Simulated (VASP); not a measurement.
Input:

```
MnO2
1.0
    4.43113     0.00000     0.00000
    0.00000     4.43113     0.00000
    0.00000     0.00000     2.87496
Mn O
2 4
Direct
  0.00000   0.00000   0.00000
  0.50000   0.50000   0.50000
  0.30426   0.30426   0.00000
  0.80426   0.19574   0.50000
  0.19574   0.80426   0.50000
  0.69574   0.69574   0.00000
```
Starting moments (μB, in the order of the record's atoms Mn Mn O O O O): 2.5 -2.5 0.0 0.0 0.0 0.0.

Level of theory: PBE GGA, VASP's PBE PAW potentials (set 64) (plane waves; VASP). Settings: 520 eV cut-off, 8×8×12 Γ-centred mesh, tetrahedra with Blöchl corrections, potentials Mn_pv O.

The cores are frozen, which limits the accuracy of field gradients.

Problem. Give the principal components of the electric field gradient (V/Å²) and the asymmetry η at each nucleus.

Solution. 
```
atom   Vxx   Vyy    Vzz     η
----  ----  ----  -----  ----
Mn1   -6.2  -2.2    8.4  0.49
Mn2   -6.2  -2.2    8.4  0.49
O3    65.2  28.3  -93.6  0.39
O4    65.2  28.3  -93.6  0.39
O5    65.2  28.3  -93.6  0.39
O6    65.2  28.3  -93.6  0.39
```

The compound is MnO2 in the rutile structure. It was relaxed first.
